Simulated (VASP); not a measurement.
# NaBI (Immm) in VASP: settings compared

One crystal, NaBI, is run at these levels: PBE, LDA; tasks: relaxation of cell and atoms, relaxation of the atoms.

Program: VASP 6.6.1. These are calculated values, not measurements. Logs are shortened: lines on timing, memory, paths and dates and some standing lists are left out, and cuts for length are marked.

## 1. Starting point

It takes space group Immm (No. 71, orthorhombic). Conventional cell: a = 2.900 Å, b = 5.297 Å, c = 5.701 Å, α = 90.00°, β = 90.00°, γ = 90.00°. Around Na (site symmetry mmm) lie 2 B at 1.45 Å. B (site symmetry mmm) is surrounded by 2 Na at 1.45 Å. I (site symmetry mmm) has 2 Na at 2.65 Å and 6 B at 2.85 to 3.02 Å and 2 I at 2.90 Å as nearest neighbours.

The cell was built by a generator and needn't be a form met in nature.

## 2. Relaxation of cell and atoms, PBE

The input, INCAR:

```
SYSTEM = NaBI
ALGO     = Normal         ! electronic algorithm
EDIFF    = 1E-6           ! SCF threshold, eV
EDIFFG   = -0.01          ! ionic threshold
ENCUT    = 600            ! plane-wave cutoff, eV
GGA      = PE             ! functional
IBRION   = 2              ! ionic algorithm
ISIF     = 3              ! what is computed and relaxed
ISMEAR   = 0              ! smearing method
LASPH    = .TRUE.         ! aspherical terms in the spheres
LCHARG   = .FALSE.        ! write CHGCAR
LREAL    = .FALSE.        ! projectors in reciprocal space
LWAVE    = .FALSE.        ! write WAVECAR
NELM     = 100            ! most SCF steps
NSW      = 40             ! ionic steps
PREC     = Accurate       ! precision mode
SIGMA    = 0.05           ! smearing width, eV
```

The input, KPOINTS:

```
k-points
0
G
  10 10 10
  0 0 0
```

The input, POSCAR:

```
NaBI
1.0
   -1.4500564000      2.6482671000      2.8504383200
    1.4500564000     -2.6482671000      2.8504383200
    1.4500564000      2.6482671000     -2.8504383200
Na B I
1 1 1
Direct
    0.5000000000      0.0000000000      0.5000000000
    0.5000000000      0.5000000000      0.0000000000
    0.0000000000      0.0000000000      0.0000000000
```

Potentials or basis: VASP PAW PBE potentials, release 64 (Na_pv, B, I).

The run is started by

```console
cat potpaw_PBE.64/Na_pv/POTCAR potpaw_PBE.64/B/POTCAR potpaw_PBE.64/I/POTCAR > POTCAR
mpirun -np 1 vasp_std > vasp.out
```

OUTCAR:

```text
SYSTEM = NaBI
   EDIFF = 1E-6
   EDIFFG = -0.01
   ENCUT = 600
   GGA = PE
   IBRION = 2
   ISIF = 3
   ISMEAR = 0
   LASPH = .TRUE.
   LREAL = .FALSE.
   NELM = 100
   NSW = 40
   PREC = Accurate

 ion  position               nearest neighbor table
   1  0.500  0.000  0.500-   2 1.45   2 1.45   3 2.65   3 2.65
   2  0.500  0.500  0.000-   1 1.45   1 1.45   3 2.85   3 2.85
   3  0.000  0.000  0.000-   1 2.65   1 2.65   2 2.85   2 2.85

  LATTYP: Found a body centered orthorhombic cell.
 ALAT       =     2.9001128000
 B/A-ratio  =     1.8263200659
 C/A-ratio  =     1.9657430704

  Lattice vectors:

 A1 = (  -1.4500564000,   2.6482671000,   2.8504383200)
 A2 = (   1.4500564000,  -2.6482671000,   2.8504383200)
 A3 = (   1.4500564000,   2.6482671000,  -2.8504383200)

Analysis of symmetry for initial positions (statically):
=====================================================================
 Subroutine PRICEL returns:
 Original cell was already a primitive cell.

 Routine SETGRP: Setting up the symmetry group for a
 body centered orthorhombic supercell.

 Subroutine GETGRP returns: Found  8 space group operations
 (whereof  8 operations were pure point group operations)
 out of a pool of  8 trial point group operations.

The static configuration has the point symmetry D_2h.

Analysis of symmetry for dynamics (positions and initial velocities):
=====================================================================
 Subroutine PRICEL returns:
 Original cell was already a primitive cell.

 Routine SETGRP: Setting up the symmetry group for a
 body centered orthorhombic supercell.

 Subroutine GETGRP returns: Found  8 space group operations
 (whereof  8 operations were pure point group operations)
 out of a pool of  8 trial point group operations.

The dynamic configuration has the point symmetry D_2h.

 Subroutine INISYM returns: Found  8 space group operations
 (whereof  8 operations are pure point group operations),
 and found     1 'primitive' translations

----------------------------------------------------------------------------------------

                                     Primitive cell

  volume of cell :      43.7843

  direct lattice vectors                    reciprocal lattice vectors
    -1.450056400  2.648267100  2.850438320     0.000000000  0.188802708  0.175411619
     1.450056400 -2.648267100  2.850438320     0.344814174  0.000000000  0.175411619
     1.450056400  2.648267100 -2.850438320     0.344814174  0.188802708  0.000000000

  length of vectors
     4.152226007  4.152226007  4.152226007     0.257712434  0.386866968  0.393119927

  position of ions in fractional coordinates (direct lattice)
     0.500000000  0.000000000  0.500000000
     0.500000000  0.500000000  0.000000000
     0.000000000  0.000000000  0.000000000

  ion indices of the primitive-cell ions
   primitive index   ion index
                 1           1
                 2           2
                 3           3

----------------------------------------------------------------------------------------

 KPOINTS: k-points

Automatic generation of k-mesh.
 Grid dimensions read from file:
 generate k-points for:   10   10   10

 Generating k-lattice:

  Cartesian coordinates                     Fractional coordinates (reciprocal lattice)
     0.000000000  0.018880271  0.017541162     0.100000000 -0.000000000  0.000000000
     0.034481417  0.000000000  0.017541162     0.000000000  0.100000000  0.000000000
     0.034481417  0.018880271  0.000000000     0.000000000 -0.000000000  0.100000000

  Length of vectors
     0.025771243  0.038686697  0.039311993

  Shift w.r.t. Gamma in fractional coordinates (k-lattice)
     0.000000000  0.000000000  0.000000000

 Subroutine IBZKPT returns following result:
 ===========================================

 Found    171 irreducible k-points:

 Following reciprocal coordinates:
            Coordinates               Weight
  0.000000  0.000000  0.000000      1.000000
  0.100000  0.000000  0.000000      4.000000
  0.200000  0.000000  0.000000      4.000000
  0.300000  0.000000  0.000000      4.000000
  0.400000  0.000000  0.000000      4.000000
  0.500000  0.000000 -0.000000      2.000000
[... 16 lines left out ...]
 -0.400000  0.200000  0.000000      8.000000
 -0.300000  0.200000  0.000000      8.000000
 [... further k-points ...]
   k-points           NKPTS =    171   k-points in BZ     NKDIM =    171   number of bands    NBANDS=     12
   number of dos      NEDOS =    301   number of ions     NIONS =      3
   total plane-waves  NPLWV =  46656
   dimension x,y,z NGX =    36 NGY =   36 NGZ =   36
   dimension x,y,z NGXF=    72 NGYF=   72 NGZF=   72
   ions per type =               1   1   1
   NGX,Y,Z   is equivalent  to a cutoff of  14.41, 14.41, 14.41 a.u.
   NGXF,Y,Z  is equivalent  to a cutoff of  28.83, 28.83, 28.83 a.u.
 SYSTEM =  NaBI
   PREC   = accura    normal or accurate (medium, high low for compatibility)
[... 64 lines left out ...]
 cond. band min:       8.7196682874   @ k =   0.4000   0.3000   0.1000
 fundamental gap:      0.0093256815
 Fermi energy:         8.7135128475

 k-point     1 :       0.0000    0.0000    0.0000
  band No.  band energies     occupation
      1     -21.0738      2.00000
      2     -18.9140      2.00000
      3     -18.8796      2.00000
      4      -7.6122      2.00000
      5       3.5142      2.00000
      6       3.5183      2.00000
      7       3.7525      2.00000
      8      10.1919      0.00000
      9      10.3920      0.00000
     10      10.5030      0.00000
     11      11.0524      0.00000
     12      15.1433      0.00000
[... 331 lines left out ...]
 k-point    24 :      -0.3000    0.2000    0.0000
  band No.  band energies     occupation
      1     -21.0417      2.00000
      2     -18.8958      2.00000
      3     -18.8596      2.00000
      4      -6.7333      2.00000
      5       1.9759      2.00000
      6       3.6844      2.00000
      7       6.0028      2.00000
      8       6.4274      2.00000
      9       9.0241      0.00000
     10      10.3954      0.00000
     11      12.3393      0.00000
     12      13.1595      0.00000

 [... further k-points ...]

------------------------ aborting loop because EDIFF is reached ----------------------------------------

  FORCE on cell =-STRESS in cart. coord.  units (eV):
  Direction    XX          YY          ZZ          XY          YZ          ZX
  --------------------------------------------------------------------------------------
  -------------------------------------------------------------------------------------
  Total       53.3895382      9.0408622      1.6737096      0.0000000      0.0000000      0.0000000
  in kB     1953.6574970    330.8278904     61.2452431      0.0000000      0.0000000      0.0000000
  external PRESSURE =     781.9102102 kB  Pullay stress =       0.0000000 kB
[... 92 lines left out ...]
  FREE ENERGIE OF THE ION-ELECTRON SYSTEM (eV)
  ---------------------------------------------------
  free  energy   TOTEN  =        -5.9684006805 eV

  energy  without entropy=       -5.9635644397  energy(sigma->0) =       -5.96598256

[... ionic steps 4 to 17 ...]

--------------------------------------- Ionic step       18  -------------------------------------------

 number of electron      16.9999993 magnetization

------------------------ aborting loop because EDIFF is reached ----------------------------------------

  FORCE on cell =-STRESS in cart. coord.  units (eV):
  Direction    XX          YY          ZZ          XY          YZ          ZX
  --------------------------------------------------------------------------------------
  -------------------------------------------------------------------------------------
  Total        0.0493241     -0.0331590      0.0751007      0.0000000      0.0000000      0.0000000
  in kB        0.9346531     -0.6283383      1.4231006      0.0000000      0.0000000      0.0000000
  external PRESSURE =       0.5764718 kB  Pullay stress =       0.0000000 kB
[... 59 lines left out ...]
  energy  without entropy=       -6.4387027689  energy(sigma->0) =       -6.44046635

--------------------------------------- Ionic step       20  -------------------------------------------

 number of electron      16.9999994 magnetization

 Free energy of the ion-electron system (eV)
  ---------------------------------------------------
  ext. energy  EPLUGINS =         0.00000000
  ---------------------------------------------------
  free energy    TOTEN  =        -6.44227186 eV

  energy without entropy =       -6.43872734  energy(sigma->0) =       -6.44049960

 E-fermi :   2.9027     XC(G=0):  -7.8182

 val. band max:        2.8914525511   @ k =  -0.3000   0.5000   0.1000
 cond. band min:       2.9056575312   @ k =   0.2000   0.3000   0.0000
 fundamental gap:      0.0142049801
 Fermi energy:         2.9026901356

 k-point     1 :       0.0000    0.0000    0.0000
  band No.  band energies     occupation
      1     -21.5177      2.00000
      2     -21.5091      2.00000
      3     -21.4202      2.00000
      4     -11.3171      2.00000
      5      -2.4134      2.00000
      6      -1.8290      2.00000
      7      -0.4902      2.00000
      8      -0.4216      2.00000
      9       3.8724      0.00000
     10       3.8776      0.00000
     11       4.6734      0.00000
     12       7.3602      0.00000
[... 331 lines left out ...]
 k-point    24 :      -0.3000    0.2000    0.0000
  band No.  band energies     occupation
      1     -21.5175      2.00000
      2     -21.5088      2.00000
      3     -21.4138      2.00000
      4     -11.2278      2.00000
      5      -3.1294      2.00000
      6      -1.4285      2.00000
      7      -0.8837      2.00000
      8      -0.4547      2.00000
      9       3.5545      0.00000
     10       3.8077      0.00000
     11       5.9504      0.00000
     12       7.6136      0.00000

 [... further k-points ...]

------------------------ aborting loop because EDIFF is reached ----------------------------------------

  FORCE on cell =-STRESS in cart. coord.  units (eV):
  Direction    XX          YY          ZZ          XY          YZ          ZX
  --------------------------------------------------------------------------------------
  -------------------------------------------------------------------------------------
  Total        0.0052997     -0.0191539      0.0011200     -0.0000000      0.0000000      0.0000000
  in kB        0.1002344     -0.3622627      0.0211820     -0.0000000      0.0000000      0.0000000
  external PRESSURE =      -0.0802821 kB  Pullay stress =       0.0000000 kB
[... 18 lines left out ...]
  FREE ENERGIE OF THE ION-ELECTRON SYSTEM (eV)
  ---------------------------------------------------
  free  energy   TOTEN  =        -6.4422718577 eV

  energy  without entropy=       -6.4387273351  energy(sigma->0) =       -6.44049960

 reached required accuracy - stopping structural energy minimisation
```

It took 13 min on 1 thread of AMD EPYC 9R45 (Zen 5), shared host; peak memory 0.28 GiB.

What came out:

```yaml
Free_energy: -6.4423 eV
Relaxed_volume: 28.24 Å³/atom
Relaxed_cell: a = 4.883 Å, b = 4.883 Å, c = 4.883 Å, α = 117.29°, β = 93.68°, γ = 118.51°
Space_group_after_relaxing_to_0.05_Å: Immm (No. 71)
Energy_gained_by_relaxing: 4226.0 meV/atom
Ionic_steps: 20
Pressure_after_relaxing: 0.0 GPa
Band_gap_on_the_k_mesh: none (metal or under the smearing width)
```

The path:
```
step  energy change (eV)  largest force (eV/Å)  pressure (GPa)  volume (Å³)
   1              0.0000                0.0000           78.19        43.78
   2            -12.3859                0.0000           -2.42        95.71
   3            -12.2040                0.0000            3.88        78.36
   4            -12.4678                0.0000           -0.25        88.96
   5            -12.4666                0.0000           -0.61        89.98
   6            -12.5343                0.0000           -0.60        89.40
   7            -12.6041                0.0000           -0.08        87.95
   8            -12.6050                0.0000            0.00        87.68
   9            -12.6052                0.0000           -0.07        87.62
  10            -12.6063                0.0000           -0.29        87.51
  11            -12.6082                0.0000           -0.04        86.63
  12            -12.6082                0.0000           -0.06        86.69
  13            -12.6144                0.0000           -0.51        86.43
  14            -12.6500                0.0000           -0.73        85.64
  15            -12.6750                0.0000            0.45        83.95
  16            -12.6770                0.0000            0.13        84.33
  17            -12.6761                0.0000           -0.05        84.86
  18            -12.6778                0.0000            0.06        84.55
  19            -12.6779                0.0000           -0.08        84.82
  20            -12.6779                0.0000           -0.01        84.71
```

Final structure:
```
Na B I
1.0
    -2.54044    3.33998    2.49593
     2.54044   -3.33998    2.49593
     2.54044    3.33998   -2.49593
Na B I
1 1 1
Cartesian
  0.0000 3.3400 0.0000
  0.0000 0.0000 2.4959
  0.0000 0.0000 0.0000
```

Caveat: the volume moved by over 15 % at a fixed basis, so the end points are rough; an odd number of electrons without spin polarisation forces a metal; a magnetic or distorted state may lie lower. Spin-orbit coupling is left out, which matters for the levels of I.

## 3. Relaxation of the atoms, LDA

The input, INCAR:

```
SYSTEM = NaBI
PREC     = Accurate       ! precision mode
ENCUT    = 520            ! plane-wave cutoff, eV
EDIFF    = 1E-6           ! SCF threshold, eV
ISMEAR   = 0              ! smearing method
SIGMA    = 0.05           ! smearing width, eV
LREAL    = .False.        ! projectors in reciprocal space
LASPH    = .True.         ! aspherical terms in the spheres
NELM     = 80             ! most SCF steps
ALGO     = Fast           ! electronic algorithm
ISIF     = 2              ! what is computed and relaxed
LWAVE    = .False.        ! write WAVECAR
LCHARG   = .False.        ! write CHGCAR
GGA      = CA             ! functional
IBRION   = 2              ! ionic algorithm
NSW      = 40             ! ionic steps
EDIFFG   = -0.005         ! ionic threshold
```

The input, KPOINTS:

```
regular mesh
0
Gamma
  10 10 10
  0 0 0
```

POSCAR is that of step 2.

Potentials or basis: VASP PAW LDA potentials, release 64 (Na_pv, B, I).

The run is started by

```console
cat potpaw_LDA.64/Na_pv/POTCAR potpaw_LDA.64/B/POTCAR potpaw_LDA.64/I/POTCAR > POTCAR
mpirun -np 1 vasp_std > vasp.out
```

Run time: 49 s. Hardware: 1 thread of AMD EPYC 9R45 (Zen 5), shared host; peak memory 0.21 GiB.

The run converged. Its results:

```yaml
Free_energy: 3.8323 eV
Pressure_after_relaxing: 70.3 GPa
Band_gap_on_the_k_mesh: none (metal or under the smearing width)
```

Stress tensor (GPa, compression positive):
```
183.31   0.00   0.00
  0.00  26.43   0.00
  0.00   0.00   1.14
```

Final structure:
```
CELL_PARAMETERS angstrom
-1.45006 2.64827 2.85044
1.45006 -2.64827 2.85044
1.45006 2.64827 -2.85044
ATOMIC_POSITIONS crystal
Na 0.50000 0.00000 0.50000
B 0.50000 0.50000 0.00000
I 0.00000 0.00000 0.00000
```

Levels at points of the mesh, in eV from the Fermi level:
```tsv
k point	band 5	band 6	band 7	band 8	band 9	band 10	band 11	band 12
(0.00, 0.00, 0.00)	-5.17	-5.08	-4.94	1.43	1.67	1.77	2.35	6.22
(0.50, 0.00, 0.00)	-8.95	-4.26	-1.36	-1.29	-0.55	1.39	5.80	7.48
(0.00, 0.50, 0.00)	-8.09	-4.65	-3.48	-1.99	-0.87	-0.07	0.17	5.39
(0.50, 0.50, 0.00)	-8.03	-4.80	-4.03	-3.66	0.06	2.05	2.58	2.73
(0.50, 0.50, 0.50)	-7.47	-7.18	-6.00	0.92	3.28	3.50	6.13	6.82
```

Caveat: the relaxation stopped at its first step, so nothing moved; a pressure of tens of GPa on the cell as given is suspect, and the run, the potentials or the cell itself is likely at fault; an odd number of electrons without spin polarisation forces a metal; a magnetic or distorted state may lie lower. Spin-orbit coupling is left out, which matters for the levels of I.

## 4. The reference run

An earlier run on the cell as given: functional PBE; potentials or basis VASP PAW PBE potentials, release 64 (Na_pv, B, I); cutoff 520 eV; k mesh 10 × 10 × 10; occupations fermi-dirac, width 0.05 eV; no spin polarisation.

* Pressure: 78.1 GPa
* Band gap on the k mesh: none (metal or under the smearing width)

## 5. The runs side by side

```csv
task,level,potentials or basis,cell,cutoff (eV),smearing,gap on the mesh (eV),pressure (GPa)
relaxation of cell and atoms,PBE,"VASP PAW PBE potentials, release 64 (Na_pv, B, I)",relaxed,600,gaussian 0.05 eV,none,0.0
relaxation of the atoms,LDA,"VASP PAW LDA potentials, release 64 (Na_pv, B, I)",atoms relaxed,520,gaussian 0.05 eV,none,70.3
single point,PBE,"VASP PAW PBE potentials, release 64 (Na_pv, B, I)",as given,520,fermi-dirac 0.05 eV,none,78.1
```

Alike in all rows: no spin polarisation; k mesh 10 × 10 × 10.

Caveats: an odd number of electrons without spin polarisation forces a metal; a magnetic or distorted state may lie lower; a pressure of tens of GPa on the cell as given is suspect, and the run, the potentials or the cell itself is likely at fault (some runs); the volume moved by over 15 % at a fixed basis, so the end points are rough (some runs); the relaxation stopped at its first step, so nothing moved (some runs).

Total energies depend on the potentials used, so only differences within one code and one set of settings carry meaning.
